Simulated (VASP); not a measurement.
# BW2 under strain, part 3 of 4

How does the pressure of BW2 answer to a change of volume? The bands are shown for each cell. All runs use LDA. Left out of this account: 1 further run (fields: a reference on another mesh). The start is a cell from a database of measured crystal structures.

VASP 6.6.1; LDA; plane waves and PAW (B, W).

Still holding for the runs below: Spin-orbit coupling is off here; with elements this heavy it splits and shifts levels by tenths of an eV or more.

So far, pressure (GPa): step 2 (bands, cell as listed) -10.3; step 3 (cell volume +4.0 %) -22.0; step 4 (cell volume +8.0 %) -31.5.

**5. Bands, sheared, principal strains -0.9, -0.1, +1.0 %**

The cell is sheared at fixed volume, which lowers its symmetry.

INCAR reads:

```
SYSTEM = BW2
PREC = Accurate
ENCUT = 420
EDIFF = 1E-06
NELM = 100
ISMEAR = -1
SIGMA = 0.05
LREAL = .FALSE.
ALGO = Normal
GGA = CA
NBANDS = 31
LASPH = .TRUE.
LORBIT = 11
LWAVE = .FALSE.
LCHARG = .FALSE.
KPAR = 4
```

POSCAR reads:

```
BW2
1.0
   -2.8140740000      2.7770500000      2.3419630000
    2.8206490000     -2.8005220000      2.3772280000
    2.7907390000      2.7771860000     -2.3695110000
B W
2 4
Direct
    0.2500000000      0.2500000000      0.0000000000
    0.7500000000      0.7500000000      0.0000000000
    0.6692000000      0.1692000000      0.8384000000
    0.1692000000      0.3308000000      0.5000000000
    0.3308000000      0.8308000000      0.1616000000
    0.8308000000      0.6692000000      0.5000000000
```

KPOINTS reads:

```
Automatic mesh
0
Gamma
8 8 8
0 0 0
```

KPOINTS_OPT reads:

```
Line mode
16
Line-mode
Reciprocal
  0.00000000  -0.50000000   0.00000000 X
  0.00000000   0.00000000   0.00000000 GAMMA

  0.00000000   0.00000000   0.00000000 GAMMA
 -0.50000000   0.50000000   0.00000000 Y

 -0.50000000   0.00000000   0.00000000 L
  0.00000000   0.00000000   0.00000000 GAMMA

  0.00000000   0.00000000   0.00000000 GAMMA
  0.50000000   0.00000000  -0.50000000 Z

  0.50000000  -0.50000000  -0.50000000 N
  0.00000000   0.00000000   0.00000000 GAMMA

  0.00000000   0.00000000   0.00000000 GAMMA
  0.00000000   0.50000000  -0.50000000 M

  0.00000000   0.00000000  -0.50000000 R
  0.00000000   0.00000000   0.00000000 GAMMA
```

The projector-augmented-wave data sets are B and W (LDA family, release 64).

Started as:

```console
$ mpirun -np 4 vasp_std
```

What it wrote:

```text
[... set-up lines as in an earlier step ...]
 entering main loop
       N       E                     dE             d eps       ncg     rms          rms(c)
DAV:   1     0.518049695986E+02    0.51805E+02   -0.11392E+04 16120   0.734E+02
DAV:   2    -0.733315205908E+02   -0.12514E+03   -0.11588E+03 19196   0.196E+02
DAV:   3    -0.788843936379E+02   -0.55529E+01   -0.53429E+01 20869   0.353E+01
DAV:   4    -0.789438742086E+02   -0.59481E-01   -0.59307E-01 18497   0.373E+00
DAV:   5    -0.789443711452E+02   -0.49694E-03   -0.49667E-03 20884   0.283E-01    0.496E+01
DAV:   6    -0.740517817716E+02    0.48926E+01   -0.63737E+00 20452   0.141E+01    0.195E+01
DAV:   7    -0.735281390750E+02    0.52364E+00   -0.19808E+00 18526   0.608E+00    0.785E+00
DAV:   8    -0.734341501393E+02    0.93989E-01   -0.18350E-01 20410   0.188E+00    0.559E-01
DAV:   9    -0.734298176328E+02    0.43325E-02   -0.16112E-02 20192   0.630E-01    0.427E-01
DAV:  10    -0.734284213680E+02    0.13963E-02   -0.19824E-03 21338   0.274E-01    0.254E-01
DAV:  11    -0.734281205010E+02    0.30087E-03   -0.87328E-04 19218   0.122E-01    0.473E-02
DAV:  12    -0.734280960272E+02    0.24474E-04   -0.67181E-05 18928   0.394E-02    0.229E-02
DAV:  13    -0.734280963048E+02   -0.27761E-06   -0.62180E-06 18971   0.130E-02
   1 F= -.73428096E+02 E0= -.73411611E+02  d E =-.329707E-01
 Start KPOINTS_OPT (optional k-point list driver)
k-point batch [1-112\112]
       N       E                     dE             ncg
DAV:   1     0.376474073941E+05   -0.15528E+05     6944
DAV:   2     0.236565236631E+05   -0.13991E+05     8078
DAV:   3     0.230063006097E+05   -0.65022E+03     8956
DAV:   4     0.229987388801E+05   -0.75617E+01     7960
DAV:   5     0.229986683257E+05   -0.70554E-01     9167
DAV:   6     0.229986668177E+05   -0.15080E-02     7853
DAV:   7     0.229986667694E+05   -0.48239E-04     8464
DAV:   8     0.229986667677E+05   -0.17379E-05     5972
DAV:   9     0.229986667676E+05   -0.10242E-06     5718
```

Elapsed: 53 s, on 4 MPI ranks of Intel Xeon 6975P-C (Granite Rapids), shared host; peak memory 2.5 GiB; 3.5 min of CPU time.

From OUTCAR (step 5):

```text
   k-points           NKPTS =    260   k-points in BZ     NKDIM =    260   number of bands    NBANDS=     31

   ENCUT  =  420.0 eV  30.87 Ry    5.56 a.u.   7.68  7.74  7.68*2*pi/ulx,y,z

   NELECT =      30.0000    total number of electrons

 E-fermi :   8.3777

 k-point     1 :       0.0000    0.0000    0.0000
  band No.  band energies     occupation
    ...
     11       5.1820      2.00000
     12       5.6226      2.00000
     13       6.9833      2.00000
     14       7.2839      2.00000
     15       8.3987      0.79313
     16       8.9998      0.00001
     17       9.0758      0.00000
     18       9.7277      0.00000
     19      10.7258      0.00000
     20      10.7990      0.00000
    ...

  Total       -5.9249587     -4.3915638     -3.7264968      0.6734806      0.7132849     -0.1718378
  in kB     -129.0870954    -95.6790164    -81.1891984     14.6731242     15.5403411     -3.7438298
  external PRESSURE =    -101.9851034 kB  Pullay stress =       0.0000000 kB

 POSITION                                       TOTAL-FORCE (eV/Angst)
 -----------------------------------------------------------------------------------
      0.00164     -0.00587      1.17980        -0.005028     -0.001339     -0.003447
      0.00493     -0.01760      3.53939         0.005028      0.001339      0.003447
      0.93383      3.71295     -0.01713         0.180937      0.117391     -0.029841
      1.85230      0.93206     -0.00211        -0.124548      0.063449     -0.049475
      1.86348     -0.95923      2.36681        -0.180937     -0.117391      0.029841
      0.94502      1.82166      2.35179         0.124548     -0.063449      0.049475
 -----------------------------------------------------------------------------------
    total drift:                               -0.000000      0.000000      0.000000

  FREE ENERGIE OF THE ION-ELECTRON SYSTEM (eV)
  ---------------------------------------------------
  free  energy   TOTEN  =       -73.4280963048 eV

  energy  without entropy=      -73.3951256402  energy(sigma->0) =      -73.41161097

[... 1 part as in an earlier step ...]

[... 14 further parts left out ...]
```

The path and its labels are those of the sheared lattice, so a letter need not mean the same point as in the unstrained cell.

This step gave:

```
electronic steps        : 13
irreducible k points    : 260
symmetry operations     : 2
free energy (TOTEN)     : -73.4281 eV
energy at zero smearing : -73.4116 eV
Fermi energy            : 8.378 eV
pressure                : -10.20 GPa
```

The electronic bands at the labelled points (eV, zero at the Fermi level; # counts the bands kept):

| point | #12 | #13 | #14 | #15 | #16 | #17 | #18 | #19 |
| --- | --- | --- | --- | --- | --- | --- | --- | --- |
| X | -2.92 | -1.65 | -1.65 | 0.28 | 0.28 | 1.89 | 1.98 | 2.44 |
| 0.47 of the way | -2.05 | -1.71 | -1.68 | -0.38 | 0.88 | 1.29 | 1.82 | 2.24 |
| Γ | -2.75 | -1.39 | -1.09 | 0.02 | 0.62 | 0.70 | 1.35 | 2.35 |
| 0.53 of the way | -2.95 | -1.00 | -0.64 | -0.35 | -0.28 | -0.04 | 2.38 | 2.41 |
| Y | -2.21 | -1.18 | -0.58 | -0.48 | 0.25 | 0.42 | 0.78 | 2.80 |
| jump to L | -2.91 | -1.74 | -1.65 | 0.33 | 0.35 | 1.89 | 1.90 | 2.45 |
| 0.47 of the way | -2.08 | -1.75 | -1.67 | -0.36 | 0.82 | 1.21 | 1.81 | 2.34 |
| Γ | -2.75 | -1.39 | -1.09 | 0.02 | 0.62 | 0.70 | 1.35 | 2.35 |
| 0.53 of the way | -2.05 | -1.71 | -1.67 | -0.37 | 0.85 | 1.27 | 1.81 | 2.26 |
| Z | -2.90 | -1.73 | -1.60 | 0.29 | 0.30 | 1.89 | 1.95 | 2.42 |
| jump to N | -1.92 | -1.88 | -1.88 | -1.07 | 0.03 | 0.10 | 0.17 | 1.55 |
| 0.47 of the way | -3.02 | -1.23 | -0.82 | -0.11 | 0.04 | 0.10 | 1.66 | 2.41 |
| Γ | -2.75 | -1.39 | -1.09 | 0.02 | 0.62 | 0.70 | 1.35 | 2.35 |
| 0.47 of the way | -1.94 | -1.87 | -1.61 | -0.31 | 0.78 | 1.11 | 1.86 | 2.26 |
| M | -2.95 | -1.67 | -1.62 | 0.27 | 0.28 | 1.91 | 1.95 | 2.53 |
| jump to R | -2.24 | -1.18 | -0.68 | -0.45 | 0.30 | 0.44 | 0.76 | 2.79 |
| 0.47 of the way | -2.95 | -0.98 | -0.64 | -0.37 | -0.31 | -0.09 | 2.39 | 2.40 |
| Γ | -2.75 | -1.39 | -1.09 | 0.02 | 0.62 | 0.70 | 1.35 | 2.35 |

Of the projections kept (B, W), the largest for each band there; the rest of the weight can lie on other orbitals:

| point | #12 | #13 | #14 | #15 | #16 | #17 | #18 | #19 |
| --- | --- | --- | --- | --- | --- | --- | --- | --- |
| X | W 0.89 | W 0.95 | W 0.95 | W 0.93 | W 0.92 | W 0.96 | W 0.96 | W 0.95 |
| Γ | W 1.00 | W 1.00 | W 1.00 | W 1.00 | W 0.99 | W 0.99 | W 1.00 | W 0.96 |
| Y | W 0.92 | W 0.97 | W 1.00 | W 1.00 | W 1.00 | W 0.99 | W 1.00 | W 1.00 |
| L | W 0.90 | W 0.95 | W 0.95 | W 0.93 | W 0.93 | W 0.97 | W 0.96 | W 0.97 |
| Γ | W 1.00 | W 1.00 | W 1.00 | W 1.00 | W 0.99 | W 0.99 | W 1.00 | W 0.96 |
| Z | W 0.89 | W 0.96 | W 0.95 | W 0.93 | W 0.93 | W 0.96 | W 0.95 | W 0.95 |

Force by atom:

| atom | x (eV/Å) | y (eV/Å) | z (eV/Å) | size |
| --- | --- | --- | --- | --- |
| B1 | -0.005 | -0.001 | -0.003 | 0.006 |
| B2 | 0.005 | 0.001 | 0.003 | 0.006 |
| W3 | 0.181 | 0.117 | -0.030 | 0.218 |
| W4 | -0.125 | 0.063 | -0.049 | 0.148 |
| W5 | -0.181 | -0.117 | 0.030 | 0.218 |
| W6 | 0.125 | -0.063 | 0.049 | 0.148 |

 The pressure is -10.20 GPa, and the symmetry operations fall from 16 to 2.

**6. Bands, volume times 0.96**

The cell is compressed evenly, with fractional positions held.

INCAR is that of step 5.

POSCAR, as its differences from that of step 5:

```diff
@@ -2,5 +2,5 @@
 1.0
-   -2.8140740000      2.7770500000      2.3419630000
-    2.8206490000     -2.8005220000      2.3772280000
-    2.7907390000      2.7771860000     -2.3695110000
+   -2.7463737660      2.7463737660      2.3399420161
+    2.7463737660     -2.7463737660      2.3399420161
+    2.7463737660      2.7463737660     -2.3399420161
 B W
```

KPOINTS is that of step 5.

KPOINTS_OPT reads:

```
Line mode
16
Line-mode
Reciprocal
  0.00000000   0.00000000   0.00000000 GAMMA
  0.00000000   0.00000000   0.50000000 X

  0.00000000   0.00000000   0.50000000 X
 -0.50000000   0.50000000   0.50000000 M

 -0.50000000   0.50000000   0.50000000 M
  0.00000000   0.00000000   0.00000000 GAMMA

  0.00000000   0.00000000   0.00000000 GAMMA
  0.43148090   0.43148090  -0.43148090 Z

  0.43148090   0.43148090  -0.43148090 Z
  0.25000000   0.25000000   0.25000000 P

  0.25000000   0.25000000   0.25000000 P
  0.00000000   0.50000000   0.00000000 N

  0.00000000   0.50000000   0.00000000 N
 -0.43148090   0.56851910   0.43148090 Z1

 -0.43148090   0.56851910   0.43148090 Z1
 -0.50000000   0.50000000   0.50000000 M

  0.00000000   0.00000000   0.50000000 X
  0.25000000   0.25000000   0.25000000 P
```

Started as:

```console
$ mpirun -np 4 vasp_std
```

What it wrote:

```text
[... set-up lines as in an earlier step ...]
 entering main loop
       N       E                     dE             d eps       ncg     rms          rms(c)
DAV:   1     0.572430759893E+02    0.57243E+02   -0.11470E+04  3658   0.737E+02
DAV:   2    -0.732858897913E+02   -0.13053E+03   -0.12048E+03  4332   0.201E+02
DAV:   3    -0.789624405442E+02   -0.56766E+01   -0.54700E+01  4746   0.360E+01
DAV:   4    -0.790188117847E+02   -0.56371E-01   -0.56211E-01  4245   0.369E+00
DAV:   5    -0.790192358228E+02   -0.42404E-03   -0.42388E-03  4653   0.266E-01    0.532E+01
DAV:   6    -0.741393271112E+02    0.48799E+01   -0.60798E+00  4542   0.142E+01    0.215E+01
DAV:   7    -0.736010443575E+02    0.53828E+00   -0.19335E+00  4157   0.609E+00    0.849E+00
DAV:   8    -0.735085632513E+02    0.92481E-01   -0.15955E-01  4547   0.174E+00    0.526E-01
DAV:   9    -0.735038183308E+02    0.47449E-02   -0.14081E-02  4224   0.493E-01    0.429E-01
DAV:  10    -0.735030289154E+02    0.78942E-03   -0.16656E-03  4542   0.175E-01    0.453E-02
DAV:  11    -0.735030113076E+02    0.17608E-04   -0.12329E-04  4286   0.509E-02    0.204E-02
DAV:  12    -0.735030108905E+02    0.41714E-06   -0.85202E-06  4377   0.126E-02
   1 F= -.73503011E+02 E0= -.73486061E+02  d E =-.338992E-01
 Start KPOINTS_OPT (optional k-point list driver)
k-point batch [1-59\144]
       N       E                     dE             ncg
DAV:   1     0.158413400702E+05   -0.14631E+05     3658
DAV:   2     0.820059565527E+04   -0.76407E+04     4307
DAV:   3     0.786519929644E+04   -0.33540E+03     4728
DAV:   4     0.786188959056E+04   -0.33097E+01     4240
DAV:   5     0.786186321830E+04   -0.26372E-01     4744
DAV:   6     0.786186274031E+04   -0.47799E-03     4281
DAV:   7     0.786186272849E+04   -0.11820E-04     4202
DAV:   8     0.786186272811E+04   -0.38245E-06     2984
[...]
k-point batch [119-144\144]
       N       E                     dE             ncg
DAV:   1     0.354067444178E+05   -0.14776E+05     1612
DAV:   2     0.320034119796E+05   -0.34033E+04     1948
DAV:   3     0.318609217831E+05   -0.14249E+03     1967
DAV:   4     0.318597079648E+05   -0.12138E+01     1869
DAV:   5     0.318596982212E+05   -0.97436E-02     2037
DAV:   6     0.318596980419E+05   -0.17931E-03     1851
DAV:   7     0.318596980380E+05   -0.38214E-05     1761
DAV:   8     0.318596980379E+05   -0.11722E-06     1288
```

Elapsed: 27 s, on 4 MPI ranks; peak memory 0.98 GiB.

OUTCAR, selected parts (step 6):

```text
   ENCUT  =  420.0 eV  30.87 Ry    5.56 a.u.   7.58  7.58  7.58*2*pi/ulx,y,z

   NELECT =      30.0000    total number of electrons

 E-fermi :   8.8632

 k-point     1 :       0.0000    0.0000    0.0000
  band No.  band energies     occupation
    ...
     11       5.5221      2.00000
     12       6.0491      2.00000
     13       7.2987      2.00000
     14       7.6907      2.00000
     15       8.8624      1.00797
     16       9.6010      0.00000
     17       9.6010      0.00000
     18      10.3184      0.00000
     19      11.3898      0.00000
     20      11.3898      0.00000
    ...

  Total        1.6965770      1.6965770      2.2791278      0.0000000     -0.0000000      0.0000000
  in kB       38.5034635     38.5034635     51.7243320      0.0000000     -0.0000000      0.0000000
  external PRESSURE =      42.9104197 kB  Pullay stress =       0.0000000 kB

 POSITION                                       TOTAL-FORCE (eV/Angst)
 -----------------------------------------------------------------------------------
      0.00000      0.00000      1.16997         0.000000     -0.000000     -0.000000
      0.00000      0.00000      3.50991        -0.000000     -0.000000     -0.000000
      0.92937      3.67575      0.00000         0.100262      0.100262     -0.000000
      1.81700      0.92937     -0.00000        -0.100262      0.100262     -0.000000
      1.81700     -0.92937      2.33994        -0.100262     -0.100262      0.000000
      0.92937      1.81700      2.33994         0.100262     -0.100262     -0.000000
 -----------------------------------------------------------------------------------
    total drift:                               -0.000000      0.000000      0.000000

  FREE ENERGIE OF THE ION-ELECTRON SYSTEM (eV)
  ---------------------------------------------------
  free  energy   TOTEN  =       -73.5030108905 eV

  energy  without entropy=      -73.4691116484  energy(sigma->0) =      -73.48606127

[... 4 parts as in an earlier step ...]

[... 12 further parts left out ...]
```

Numbers from this step:

```
electronic steps        : 12
irreducible k points    : 59
symmetry operations     : 16
free energy (TOTEN)     : -73.5030 eV
energy at zero smearing : -73.4861 eV
Fermi energy            : 8.863 eV
pressure                : 4.291 GPa
```

The electronic bands at the labelled points (eV, zero at the Fermi level; # counts the bands kept):

| point | #12 | #13 | #14 | #15 | #16 | #17 | #18 | #19 |
| --- | --- | --- | --- | --- | --- | --- | --- | --- |
| Γ | -2.81 | -1.56 | -1.17 | 0.00 | 0.74 | 0.74 | 1.46 | 2.53 |
| 0.47 of the way | -3.11 | -1.21 | -0.84 | -0.19 | -0.16 | -0.09 | 2.41 | 2.65 |
| X | -2.28 | -1.31 | -0.58 | -0.57 | 0.36 | 0.42 | 0.75 | 2.93 |
| 0.53 of the way | -2.60 | -1.56 | -0.64 | -0.59 | -0.49 | 0.92 | 1.76 | 1.90 |
| M | -2.00 | -2.00 | -1.92 | -1.15 | 0.02 | 0.02 | 0.15 | 1.49 |
| 0.53 of the way | -3.10 | -1.07 | -0.95 | -0.55 | 0.12 | 0.17 | 1.72 | 2.77 |
| Γ | -2.81 | -1.56 | -1.17 | 0.00 | 0.74 | 0.74 | 1.46 | 2.53 |
| 0.47 of the way | -2.53 | -1.94 | -1.40 | 0.20 | 0.41 | 0.41 | 1.00 | 2.26 |
| Z | -1.97 | -1.97 | -1.42 | -0.83 | -0.41 | -0.41 | 0.57 | 0.95 |
| 0.53 of the way | -2.83 | -2.67 | -1.17 | 0.17 | 0.26 | 1.45 | 1.53 | 1.97 |
| P | -3.35 | -2.12 | -2.12 | 0.12 | 0.12 | 1.53 | 1.53 | 2.73 |
| 0.47 of the way | -3.01 | -2.04 | -2.04 | 0.26 | 0.26 | 1.79 | 1.79 | 2.60 |
| N | -3.06 | -1.67 | -1.67 | 0.29 | 0.29 | 2.02 | 2.02 | 2.64 |
| 0.53 of the way | -2.66 | -2.37 | -0.71 | -0.44 | -0.17 | 0.63 | 1.01 | 1.51 |
| Z1 | -1.97 | -1.97 | -1.42 | -0.83 | -0.41 | -0.41 | 0.57 | 0.95 |
| 0.47 of the way | -1.99 | -1.99 | -1.41 | -1.25 | -0.13 | -0.13 | 0.29 | 1.32 |
| M | -2.00 | -2.00 | -1.92 | -1.15 | 0.02 | 0.02 | 0.15 | 1.49 |
| jump to X | -2.28 | -1.31 | -0.58 | -0.57 | 0.36 | 0.42 | 0.75 | 2.93 |
| 0.47 of the way | -2.33 | -2.02 | -1.14 | -0.53 | 0.58 | 0.75 | 1.70 | 2.64 |
| P | -3.35 | -2.12 | -2.12 | 0.12 | 0.12 | 1.53 | 1.53 | 2.73 |

Of the projections kept (B, W), the largest for each band there; the rest of the weight can lie on other orbitals:

| point | #12 | #13 | #14 | #15 | #16 | #17 | #18 | #19 |
| --- | --- | --- | --- | --- | --- | --- | --- | --- |
| Γ | W 1.00 | W 1.00 | W 1.00 | W 1.00 | W 0.99 | W 0.99 | W 1.00 | W 0.95 |
| X | W 0.91 | W 0.96 | W 1.00 | W 1.00 | W 1.00 | W 0.98 | W 1.00 | W 1.00 |
| M | W 0.95 | W 0.95 | W 1.00 | W 1.00 | W 0.90 | W 0.90 | W 1.00 | W 0.82 |
| Γ | W 1.00 | W 1.00 | W 1.00 | W 1.00 | W 0.99 | W 0.99 | W 1.00 | W 0.95 |
| Z | W 0.96 | W 0.96 | W 1.00 | W 1.00 | W 0.88 | W 0.88 | W 1.00 | W 0.81 |
| P | W 0.98 | W 0.87 | W 0.87 | W 0.90 | W 0.90 | W 0.99 | W 0.99 | W 0.99 |

Force by atom:

| atom | x (eV/Å) | y (eV/Å) | z (eV/Å) | size |
| --- | --- | --- | --- | --- |
| B1 | 0.000 | 0.000 | 0.000 | 0.000 |
| B2 | 0.000 | 0.000 | 0.000 | 0.000 |
| W3 | 0.100 | 0.100 | 0.000 | 0.142 |
| W4 | -0.100 | 0.100 | 0.000 | 0.142 |
| W5 | -0.100 | -0.100 | 0.000 | 0.142 |
| W6 | 0.100 | -0.100 | 0.000 | 0.142 |

 The pressure is 4.29 GPa.

For the pressure, step 2 gave -10.3 GPa; this run, with cell volume -4.0 %, gives 4.29 GPa.

(Part 3 of 4 ends here.)

[Lines on the potential files, build, host, timing and source positions are cut from VASP's logs without a mark.]

[Logs are printed without paths, hosts, clocks, repeated set-up lines and the standing remarks that a program may print on its own settings, such as how far it seeks lower states.]

[Hosts, paths, dates, database ids (printed as entryN), source tags and the programs' standing remarks are cut or masked in the printed files.]

[A measured line is paired with the nearest computed mode of its activity, which favours agreement.]

[In band tables of VASP the shares of atoms and orbitals are scaled to a sum of 1 inside the atoms' spheres.]
